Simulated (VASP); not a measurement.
Set up this calculation in VASP 6.6.1, as the native input.

```yaml
Task: single point
Functional: r2SCAN
Potentials_or_basis: VASP PAW PBE potentials, release 64 (Al, In_d, N)
Cutoff: 520 eV
k_mesh: 12 × 12 × 4
Occupations: gaussian, width 0.1 eV
Spin: no spin polarisation
Further_INCAR_settings: ALGO = Normal; EDIFF = 1e-06
```

The structure of AlIn3N2 lies in POSCAR:

```
AlIn3N2
1.0
    3.1355790000      0.0000000000      0.0000000000
   -1.5677900000      2.7154910000      0.0000000000
    0.0000000000      0.0000000000     12.3010500000
Al In N
1 3 2
Direct
    0.0000000000      0.0000000000      0.0000000000
    0.3333330000      0.6666670000      0.2497770000
    0.6666670000      0.3333330000      0.7502230000
    0.0000000000      0.0000000000      0.5000000000
    0.6666670000      0.3333330000      0.9205850000
    0.3333330000      0.6666670000      0.0794150000
```

The cell was built by a generator and needn't be a form met in nature.

These files were run (other wordings do the same):

INCAR

```
SYSTEM = AlIn3N2
PREC = Accurate
ENCUT = 520
EDIFF = 1E-6
ISMEAR = 0
SIGMA = 0.1
LREAL = .False.
LASPH = .True.
NELM = 150
ALGO = Normal
ISIF = 2
LWAVE = .False.
LCHARG = .False.
METAGGA = R2SCAN
LMIXTAU = .True.
KPAR = 4
```

KPOINTS

```
regular mesh
0
Gamma
  12 12 4
  0 0 0
```

Potentials or basis: VASP PAW PBE potentials, release 64 (Al, In_d, N).

The run is started by

```bash
$ cat potpaw_PBE.64/Al/POTCAR potpaw_PBE.64/In_d/POTCAR potpaw_PBE.64/N/POTCAR > POTCAR
$ mpirun -np 4 vasp_std > vasp.out
```

Results of the run:

* Pressure: -3.0 GPa
* Largest force: 0.267 eV/Å
* Band gap on the k mesh: none (metal or under the smearing width)

Caveat: the PAW data sets were made with another functional, which shifts forces and pressure a little.

It took 3.1 min on 4 MPI ranks on Intel(R) Xeon(R) Platinum 8488C (Sapphire Rapids) (shared host), peak memory 0.36 GiB a rank.
